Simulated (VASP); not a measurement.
Given:

```
Zr4C3N
1.0
    0.00000     2.32529     2.32529
    2.32529     0.00000     2.32529
    9.28945     9.28945     0.01170
Zr N C
4 1 3
Cartesian
  9.27599   9.27599   0.02516
  4.66111   4.66111   4.64004
  6.97652   6.97652   4.64992
  6.96059   6.96059   0.01528
  2.32383   2.32383   2.32675
  4.61535   4.61535   2.36051
  6.96855   6.96855   2.33260
  9.32175   9.32175   2.30468
```

Calculation: PBEsol GGA, VASP's PBE PAW potentials (set 64) (plane waves; VASP). Settings: 520 eV cut-off, 13×13×4 Γ-centred mesh, tetrahedra with Blöchl corrections, potentials Zr_sv N C.

The cores are frozen, which limits the accuracy of field gradients.

**Question.** Give the principal components of the electric field gradient (V/Å²) and the asymmetry η at each nucleus.

**Answer.** 
```tsv
atom	Vxx	Vyy	Vzz	η
Zr1	-5.1	-5.1	10.1	0.00
Zr2	-5.1	-5.1	10.1	0.00
Zr3	-1.9	-1.9	3.9	0.00
Zr4	-1.9	-1.9	3.9	0.00
N5	4.2	4.2	-8.4	0.00
C6	-1.2	-1.2	2.5	0.00
C7	-2.5	-2.5	5.0	0.00
C8	-1.2	-1.2	2.5	0.00
```

The structure was generated: Zr4C3N was put into an ordered model structure (R-3m), which need not be its known phase. It was relaxed first.
